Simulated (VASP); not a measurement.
A convergence study with VASP on Hf (hcp): a few settings are varied, all else stays as given below, so the limit is that of these other settings. The cell's lengths are 1 % over those of the tabulated start and one atom is moved, so it is off equilibrium.

```
CELL_PARAMETERS angstrom
      1.61095    -2.79025     0.00000
      1.61095     2.79025     0.00000
      0.00000     0.00000     5.10050
ATOMIC_POSITIONS crystal
  Hf 0.33333 0.66667 0.25000
  Hf 0.68548 0.35214 0.75000
```

Method: PBEsol GGA, VASP's PBE PAW potentials (set 64) (plane waves; VASP). The last row used: LREAL = Auto, 600 eV cut-off, 11×11×6 Γ-centred mesh, first-order Methfessel-Paxton smearing of 0.10 eV, potentials Hf_pv.

```csv
setting,E (eV/atom),pressure (GPa),largest force (eV/Å),plane waves
"ENCUT = 300, LREAL = .FALSE., PREC = Normal",-10.4688,-6.61,0.123,557
"ENCUT = 400, LREAL = .FALSE., PREC = Normal",-10.4700,-6.37,0.122,842
"ENCUT = 500, LREAL = .FALSE., PREC = Normal",-10.4707,-6.31,0.122,1194
"ENCUT = 600, LREAL = .FALSE., PREC = Normal",-10.4710,-6.29,0.122,1562
"ENCUT = 300, LREAL = .FALSE., PREC = Accurate",-10.4688,-6.61,0.123,557
"ENCUT = 400, LREAL = .FALSE., PREC = Accurate",-10.4700,-6.37,0.122,842
"ENCUT = 500, LREAL = .FALSE., PREC = Accurate",-10.4707,-6.30,0.122,1194
"ENCUT = 600, LREAL = .FALSE., PREC = Accurate",-10.4710,-6.29,0.122,1562
"ENCUT = 300, LREAL = Auto, PREC = Normal",-10.4689,-6.61,0.122,557
"ENCUT = 400, LREAL = Auto, PREC = Normal",-10.4699,-6.37,0.122,842
"ENCUT = 500, LREAL = Auto, PREC = Normal",-10.4708,-6.30,0.121,1194
"ENCUT = 600, LREAL = Auto, PREC = Normal",-10.4712,-6.29,0.122,1562
"ENCUT = 300, LREAL = Auto, PREC = Accurate",-10.4692,-6.61,0.123,557
"ENCUT = 400, LREAL = Auto, PREC = Accurate",-10.4702,-6.37,0.122,842
"ENCUT = 500, LREAL = Auto, PREC = Accurate",-10.4710,-6.31,0.123,1194
"ENCUT = 600, LREAL = Auto, PREC = Accurate",-10.4713,-6.29,0.122,1562
```

Left out are rungs that failed or repeat a setting and relaxations that didn't move; long series are thinned to 24 rows.

The compound is Hf in the hcp structure. The cell was not relaxed at this level, it is distorted from the ideal structure.
